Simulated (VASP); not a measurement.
VASP ran on this input.

**INCAR**
```
# general
SYSTEM  = ZrS2
PREC    = Accurate
ENCUT   = 520
LREAL   = .FALSE.
LASPH   = .TRUE.

# electronic loop
EDIFF   = 1E-6
NELM    = 100
ALGO    = Normal
LMAXMIX = 4

# smearing
ISMEAR  = 0
SIGMA   = 0.05

# functional
GGA     = PE

# output
LWAVE   = .TRUE.
LCHARG  = .FALSE.
```

KPOINTS:
```
K-points
0
Gamma
 6 6 4
0 0 0
```

File POSCAR:
```
ZrS2
1
    1.8433809766    -3.1928295317     0.0000000000
    1.8433809766     3.1928295317     0.0000000000
    0.0000000000     0.0000000000     6.4523071337
Zr S
1 2
Direct
  0.0000000000   0.0000000000   0.0000000000
  0.3333330000   0.6666670000   0.2244484353
  0.6666670000   0.3333330000   0.7755515647
```

POTCAR, in this order: Zr_sv S (PBE.64 set). Program: vasp_std.

**Question.** Translate this PBE calculation to Ansatz.

**Answer.** One equivalent input (not run):
Ansatz 0.2 input:
```yaml
crystal:
  lattice:
    - [1.8433810, -3.1928295, 0.0000000]
    - [1.8433810, 3.1928295, 0.0000000]
    - [0.0000000, 0.0000000, 6.4523071]
  atoms:
    - { symbol: Zr, position: [0.0000000, 0.0000000, 0.0000000] }
    - { symbol: S, position: [0.3333330, 0.6666670, 0.2244484] }
    - { symbol: S, position: [0.6666670, 0.3333330, 0.7755516] }
kpoints:
  mp_grid: { grid: [6, 6, 4] }
hamiltonian:
  xc: pbe
  pseudopotentials: { kind: paw }
scf:
  occupations: { method: gaussian, width: 0.05 }
  max_iter: 100
output: { forces: true, stress: true, eigenvalues: true }
```
The two are equivalent in intent, not identical: each code has its own PAW files, so the cut-off isn't converted (ENCUT is set for VASP's; basis.ecutwfc is left out, and Ansatz then takes the one that its files recommend); Ansatz stops its SCF on the density residual and VASP on the energy change (EDIFF).

The compound is ZrS2 in the 1T layered structure. It was relaxed first, which changed the volume by +12 %.
